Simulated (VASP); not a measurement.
Crystal: TaAs.

```
Ta As
1.0
    -1.72181    1.72181    5.86794
     1.72181   -1.72181    5.86794
     1.72181    1.72181   -5.86794
Ta As
2 2
Direct
  0.49997 0.99997 0.50000
  0.74997 0.74997 0.00000
  0.08263 0.58263 0.50000
  0.33263 0.33263 0.00000
```

The cell is a database's computed one.

```yaml
Program: VASP 6.6.1
Task: relaxation of cell and atoms
Functional: PBE
Potentials_or_basis: VASP PAW PBE potentials, release 64 (Ta_pv, As)
Cutoff: 520 eV
k_mesh: 18 × 18 × 18
Occupations: methfessel-paxton, width 0.2 eV
Spin: no spin polarisation
```

At the start: pressure 2.6 GPa; volume 17.40 Å³/atom.

**Question.** How do energy, volume and symmetry change on relaxing?

**Answer.** Over 10 steps the energy falls by 2.1 meV/atom and the volume is 17.63 Å³/atom (+1.3 %); space group I4_1md (No. 109, to 0.05 Å).

Step by step:
```tsv
step	energy change (eV)	largest force (eV/Å)	pressure (GPa)	volume (Å³)
1	0.0000	0.0250	2.57	69.59
2	0.0189	0.0158	-4.47	72.43
3	-0.0081	0.0227	-0.07	70.58
4	-0.0081	0.0227	-0.01	70.56
5	-0.0084	0.0160	0.02	70.53
6	-0.0085	0.0104	0.04	70.50
7	-0.0085	0.0040	-0.08	70.55
8	-0.0085	0.0034	-0.03	70.53
9	-0.0085	0.0037	0.02	70.51
10	-0.0085	0.0001	0.01	70.52
```

Final structure:
```
Ta As
1.0
    -1.73303    1.73303    5.86983
     1.73303   -1.73303    5.86983
     1.73303    1.73303   -5.86983
Ta As
2 2
Direct
  0.50019 0.00019 0.50000
  0.75019 0.75019 0.00000
  0.08241 0.58241 0.50000
  0.33241 0.33241 0.00000
```
